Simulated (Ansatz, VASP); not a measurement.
**ZrTa2 in VASP and in Ansatz**

```
Zr Ta
1.0
     0.00000    3.93831    3.93831
     3.93831    0.00000    3.93831
     3.93831    3.93831    0.00000
Zr Ta
2 4
Direct
  0.50000 0.50000 0.50000
  0.75000 0.75000 0.75000
  0.12500 0.12500 0.12500
  0.62500 0.12500 0.12500
  0.12500 0.12500 0.62500
  0.12500 0.62500 0.12500
```

Alike in both runs: functional PBE; k mesh 8 × 8 × 8; occupations gaussian, width 0.1 eV; no spin polarisation.

Ansatz relaxed the structure, and its values are those at the end. VASP's run is a single point on that final structure, the one shown.

|  | VASP | Ansatz |
| --- | --- | --- |
| version | VASP 6.6.1 | Ansatz 0.2.0 |
| potentials or method | VASP PAW PBE potentials, release 64 (Zr_sv, Ta_pv) | scalar-relativistic, plane waves, PAW |
| plane-wave cutoff (eV) | 520 | 420 |
| valence electrons in the cell | 68 | 76 |

|  | VASP | Ansatz | Ansatz less VASP |
| --- | --- | --- | --- |
| gap on the k mesh at the Fermi level (eV) | none | none | - |
| pressure (GPa) | 0.1 | 0.0 | -0.08 |

A gap of «none» marks a metal or a gap that the smearing closes. With one functional, cell and mesh, what is left measures potentials, basis and numerics. The two sets of potentials don't hold the same shells in valence.

The runs have no spin-orbit coupling, so splittings on Ta are missing.
